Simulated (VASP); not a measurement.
Given:

```
CELL_PARAMETERS angstrom
      3.94770     0.00000     0.00000
      0.00000     3.94770     0.00000
      0.00000     0.00000     3.94770
ATOMIC_POSITIONS crystal
  Sr 0.00000 0.00000 0.00000
  Ti 0.50000 0.50000 0.50000
  O  0.50000 0.00000 0.50000
  O  0.00000 0.50000 0.50000
  O  0.50000 0.50000 0.00000
```

These are PBE GGA, VASP's PBE PAW potentials (set 64) (plane waves; VASP) values and carry that method's errors. Settings: PREC = Normal, EDIFF = 1E-5, 400 eV cut-off, 8×8×8 Γ-centred mesh, Gaussian smearing of 0.050 eV, potentials Sr_sv Ti O.

At this cut-off the stress carries a Pulay error, which pulls relaxed volumes low.

### Question
Give the stress tensor in GPa (positive for a compressed cell).

### Answer

```
-4.46   0.00   0.00
 0.00  -4.46   0.00
 0.00   0.00  -4.46
```
The pressure is its mean diagonal, -4.46 GPa.

The compound is SrTiO3 in the cubic perovskite structure, the ideal cubic form; the compound distorts at low or room temperature. It was relaxed first.
